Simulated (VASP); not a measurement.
Consider the following.

```
CELL_PARAMETERS angstrom
      0.00000     3.39666     3.39666
      3.39666     0.00000     3.39666
      3.39666     3.39666     0.00000
ATOMIC_POSITIONS crystal
  N  0.00000 0.00000 0.00000
  Ta 0.50000 0.50000 0.50000
  Ta 0.25000 0.25000 0.25000
  Ta 0.75000 0.75000 0.75000
```

All values below come from PBE GGA, VASP's PBE PAW potentials (set 64) (plane waves; VASP). Numerical set-up: 400 eV cut-off, 6×6×6 Γ-centred mesh, Gaussian smearing of 0.27 eV, potentials N Ta_pv.

At this cut-off the stress carries a Pulay error, which pulls relaxed volumes low. Energy and stress use the plane-wave basis of the starting cell.

### Question
The ions, cell shape and volume are relaxed. Predict the relaxed structure.

### Answer

```
CELL_PARAMETERS angstrom
      0.00000     3.15201     3.15201
      3.15201     0.00000     3.15201
      3.15201     3.15201     0.00000
ATOMIC_POSITIONS crystal
  N  0.00000 0.00000 0.00000
  Ta 0.50000 0.50000 0.50000
  Ta 0.25000 0.25000 0.25000
  Ta 0.75000 0.75000 0.75000
```
Space group Fm-3m (225), at a tolerance of 0.03 Å.

### Question
How do energy and volume change from the first to the last step?

### Answer
The energy (σ→0) changes by -385.9 meV/atom and the volume by -20.1 %, in 5 ionic steps.

```tsv
step	E(σ→0) (eV)	max force (eV/Å)	pressure (GPa)	volume (Å³)
1	-38.0127	0.000	-25.96	78.38
2	-36.4195	0.000	84.53	47.60
3	-39.5471	0.000	-2.55	63.59
4	-39.5551	0.000	-0.71	62.92
5	-39.5561	0.000	0.10	62.63
```

The structure was generated: Ta3N was put into an ordered model structure, which need not be its known phase. This run relaxes it. Symmetry was kept, so distortions that lower it aren't found. The run is one of a series of settings (EDIFFG = -0.01, IBRION = 2, ISIF = 3, NSW = 50 against the base run), some of them coarse on purpose.
